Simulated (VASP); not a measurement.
An input for Ansatz (written as the equivalent of a VASP run, and not itself run):

Ansatz 0.2 input:
```yaml
crystal:
  lattice:
    - [3.9404013, 0.0000000, 0.0000000]
    - [-1.9702006, 3.4124870, 0.0000000]
    - [0.0000000, 0.0000000, 6.4685130]
  atoms:
    - { symbol: Tl, position: [0.3333330, 0.6666670, 0.0010803] }
    - { symbol: Tl, position: [0.6666670, 0.3333330, 0.5010803] }
    - { symbol: F, position: [0.3333330, 0.6666670, 0.3739197] }
    - { symbol: F, position: [0.6666670, 0.3333330, 0.8739197] }
kpoints:
  mp_grid: { grid: [6, 6, 3] }
hamiltonian:
  xc: r2scan
  pseudopotentials: { kind: paw }
scf:
  occupations: { method: gaussian, width: 0.05 }
  max_iter: 100
relax:
  max_steps: 60
  f_tol: 0.02
  cell: {}
output: { forces: true, stress: true, eigenvalues: true }
```

**Question.** Write the VASP files for the same calculation (r2SCAN).

**Answer.** This is not unique; one that fits is 
### POSCAR
```
TlF
1.0
  3.9404012712   0.0000000000   0.0000000000
 -1.9702006356   3.4124870344   0.0000000000
  0.0000000000   0.0000000000   6.4685130133
Tl F
2 2
Cartesian
 -0.0000019702   2.2749924938   0.0069879456
  1.9702026058   1.1374945406   3.2412444523
 -0.0000019702   2.2749924938   2.4187044344
  1.9702026058   1.1374945406   5.6529609410
```

**INCAR**
```
SYSTEM=TlF
PREC=Accurate; ENCUT=520; LREAL=.False.
LASPH=.True.
EDIFF=1E-6; NELM=100; ALGO=Normal
LMAXMIX=4; LMIXTAU=.True.
ISMEAR=0; SIGMA=0.05
METAGGA=R2SCAN
IBRION=2; NSW=60; ISIF=3
EDIFFG=-0.02
LWAVE=.False.; LCHARG=.False.
```

**KPOINTS**
```
Automatic mesh
0
Gamma
6 6 3
0 0 0
```

POTCAR, in this order: Tl_d F (PBE.64 set). Program: vasp_std.

The two are equivalent in intent, not identical: each code has its own PAW files, so the cut-off isn't converted (ENCUT is set for VASP's; basis.ecutwfc is left out, and Ansatz then takes the one that its files recommend); Ansatz stops its SCF on the density residual and VASP on the energy change (EDIFF).

The structure was generated: TlF was put into the wurtzite type (P6_3mc), which need not be its known phase. This run relaxes it. Symmetry was kept, so distortions that lower it aren't found. The start is the result of an earlier pass.
